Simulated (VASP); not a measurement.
```
Sn
1.0
   -2.79060     2.79060     1.51310
    2.79060    -2.79060     1.51310
    2.79060     2.79060    -1.51310
Sn
2
Cartesian
  2.79060   0.00000   0.75655
  0.00000   0.00000   0.00000
```

These are PBEsol GGA, VASP's PBE PAW potentials (set 64) (plane waves; VASP) values and carry that method's errors. Run with 500 eV cut-off, 14×14×14 Γ-centred mesh, first-order Methfessel-Paxton smearing of 0.10 eV, potentials Sn_d.

Energy and stress use the plane-wave basis of the starting cell.

Problem. The ions, cell shape and volume at an external pressure of 20.0 GPa are relaxed. Which structure does the run end with?

Solution. 
```
Sn
1.0
   -2.71518     2.71518     1.47226
    2.71518    -2.71518     1.47226
    2.71518     2.71518    -1.47226
Sn
2
Direct
  0.25000   0.75000   0.50000
  0.00000   0.00000   0.00000
```
Space group I4_1/amd (141), at a tolerance of 0.03 Å.

Problem. How do energy and volume change from the first to the last step?

Solution. The energy (σ→0) changes by +170.5 meV/atom and the volume by -7.9 %, in 4 ionic steps.

The compound is Sn in the beta structure. This run relaxes it under an external pressure of 20 GPa. Symmetry was kept, so distortions that lower it aren't found.
